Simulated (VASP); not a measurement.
Write the native input for VASP 6.6.1 that does the following.

```yaml
Task: band structure
Functional: PBE
Potentials_or_basis: VASP PAW PBE potentials, release 64 (Cu, B)
Cutoff: 900 eV
k_mesh: 5 × 5 × 5
Occupations: fermi-dirac, width 0.05 eV
Spin: no spin polarisation
Further_INCAR_settings: ALGO = Fast; EDIFF = 1e-06; NBANDS = 34
```

Cu2B:

```
Cu B
1.0
     0.00000    3.28347    3.28347
     3.28347    0.00000    3.28347
     3.28347    3.28347    0.00000
Cu B
4 2
Direct
  0.12500 0.12500 0.12500
  0.62500 0.12500 0.12500
  0.12500 0.12500 0.62500
  0.12500 0.62500 0.12500
  0.50000 0.50000 0.50000
  0.75000 0.75000 0.75000
```

The cell was built by a generator and needn't be a form met in nature.

These files were run (other wordings do the same):

POSCAR

```
Cu2B
1.0
    0.0000000000      3.2834700000      3.2834700000
    3.2834700000      0.0000000000      3.2834700000
    3.2834700000      3.2834700000      0.0000000000
Cu B
4 2
Direct
    0.1250000000      0.1250000000      0.1250000000
    0.6250000000      0.1250000000      0.1250000000
    0.1250000000      0.1250000000      0.6250000000
    0.1250000000      0.6250000000      0.1250000000
    0.5000000000      0.5000000000      0.5000000000
    0.7500000000      0.7500000000      0.7500000000
```

INCAR.step1

```
PREC = Accurate
ENCUT = 900
EDIFF = 1E-6
ISMEAR = -1
SIGMA = 0.05
LREAL = False
LASPH = True
NELM = 100
ALGO = Fast
ISIF = 2
LWAVE = False
LCHARG = True
LMAXMIX = 4
GGA = PE
NBANDS = 34
```

KPOINTS.step1

```
regular mesh
0
Gamma
  5 5 5
```

INCAR.step2

```
PREC = Accurate
ENCUT = 900
EDIFF = 1E-6
ISMEAR = 0
SIGMA = 0.05
LREAL = False
LASPH = True
NELM = 100
ALGO = Fast
ISIF = 2
LWAVE = False
LCHARG = False
LMAXMIX = 4
GGA = PE
NBANDS = 34
ICHARG = 11
```

KPOINTS.step2

```
path GXWKGLUWLK,UX
15
line-mode
reciprocal
 0.0000000000  0.0000000000  0.0000000000  G
 0.5000000000  0.0000000000  0.5000000000  X

 0.5000000000  0.0000000000  0.5000000000  X
 0.5000000000  0.2500000000  0.7500000000  W

 0.5000000000  0.2500000000  0.7500000000  W
 0.3750000000  0.3750000000  0.7500000000  K

 0.3750000000  0.3750000000  0.7500000000  K
 0.0000000000  0.0000000000  0.0000000000  G

 0.0000000000  0.0000000000  0.0000000000  G
 0.5000000000  0.5000000000  0.5000000000  L

 0.5000000000  0.5000000000  0.5000000000  L
 0.6250000000  0.2500000000  0.6250000000  U

 0.6250000000  0.2500000000  0.6250000000  U
 0.5000000000  0.2500000000  0.7500000000  W

 0.5000000000  0.2500000000  0.7500000000  W
 0.5000000000  0.5000000000  0.5000000000  L

 0.5000000000  0.5000000000  0.5000000000  L
 0.3750000000  0.3750000000  0.7500000000  K

 0.6250000000  0.2500000000  0.6250000000  U
 0.5000000000  0.0000000000  0.5000000000  X
```

Potentials or basis: VASP PAW PBE potentials, release 64 (Cu, B).

The run is started by

```sh
$ cat potpaw_PBE.64/Cu/POTCAR potpaw_PBE.64/B/POTCAR > POTCAR
$ cp INCAR.step1 INCAR
$ cp KPOINTS.step1 KPOINTS
$ mpirun -np 1 vasp_std > vasp.out
$ cp INCAR.step2 INCAR
$ cp KPOINTS.step2 KPOINTS
$ mpirun -np 1 vasp_std > vasp.out
```

Results of the run:

The band gap along the path is none (metal or under the smearing width).

Caveat: the log is that of the step along the path at fixed density, whose energy, stress, charges and moments have no meaning.

It took 14 min on 1 thread of AMD EPYC 7R13 Processor (Zen 3), on a shared host, peak memory 0.73 GiB.
